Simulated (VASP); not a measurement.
The input files of a VASP run:

### POSCAR
```
Be
2.273020
  0.4999999288  -0.8660252053   0.0000000000
  0.4999999288   0.8660252053   0.0000000000
  0.0000000000   0.0000000000   1.5629713973
Be
2
Cart
  0.4999999288   0.2886756458   0.3907428493
  0.4999999288  -0.2886756458   1.1722285479
```

**INCAR**
```
SYSTEM = Be
PREC = Accurate; ENCUT = 520; LREAL = F
LASPH = T
EDIFF = 1E-7; NELM = 100; ALGO = Normal
ISMEAR = -5
GGA = BO; LUSE_VDW = T; AGGAC = 0.0
PARAM1 = 0.1833333333; PARAM2 = 0.22
ISIF = 2
LWAVE = F; LCHARG = T; LORBIT = 11
NEDOS = 601
```

**KPOINTS**
```
Automatic mesh
0
Gamma
20 20 12
0 0 0
```

POTCAR, in this order: Be (PBE.64 set). Program: vasp_std.

**Question.** Translate this optB88-vdW calculation to Quantum ESPRESSO's pw.x.

**Answer.** One equivalent input (not run):
```
&CONTROL
  calculation = 'scf'
  pseudo_dir = './pseudo'
  outdir = './out'
  tprnfor = .true.
  tstress = .true.
/
&SYSTEM
  ibrav = 0
  nat = 2
  ntyp = 1
  ecutwfc = 88
  occupations = 'tetrahedra'
  input_dft = 'vdw-df-obk8'
/
&ELECTRONS
  conv_thr = 7.3e-09
  electron_maxstep = 100
/
ATOMIC_SPECIES
  Be 9.012 Be.upf
CELL_PARAMETERS angstrom
     1.1365098   -1.9684926    0.0000000
     1.1365098    1.9684926    0.0000000
     0.0000000    0.0000000    3.5526652
ATOMIC_POSITIONS crystal
  Be   0.3333330  0.6666670  0.2500000
  Be   0.6666670  0.3333330  0.7500000
K_POINTS automatic
  20 20 12 0 0 0
```
The two are equivalent in intent, not identical: the potentials are each code's own (VASP's PAW set, PseudoDojo norm-conserving files in pw.x), so ENCUT and ecutwfc are chosen apart and not converted; conv_thr bounds pw.x's estimated SCF error, while EDIFF bounds the energy change between steps.

The compound is Be in the hcp structure. It was relaxed first.
